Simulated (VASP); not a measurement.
Here is the system:

```
CELL_PARAMETERS angstrom
      1.25105    -2.16688     0.00000
      1.25105     2.16688     0.00000
      0.00000     0.00000     6.71680
ATOMIC_POSITIONS crystal
  B  0.33333 0.66667 0.25000
  B  0.66667 0.33333 0.75000
  N  0.66667 0.33333 0.25000
  N  0.33333 0.66667 0.75000
```

Computed with r2SCAN meta-GGA, VASP's PBE PAW potentials (set 64) (plane waves; VASP). Run with 520 eV cut-off, 11×11×4 Γ-centred mesh, tetrahedra with Blöchl corrections, potentials B N.

Task: Estimate the energy per atom (σ→0), band gap (over mesh and band path) with the smallest direct gap where there is one.

Result: 
```json
{
  "band gap (over mesh and band path)": "4.87 eV",
  "smallest direct gap (over mesh and band path)": "5.35 eV",
  "energy per atom (σ→0)": "-9.649 eV/atom"
}
```

Only differences to runs with the same potentials and settings are physical.

The compound is BN in the hex structure. It was relaxed first.
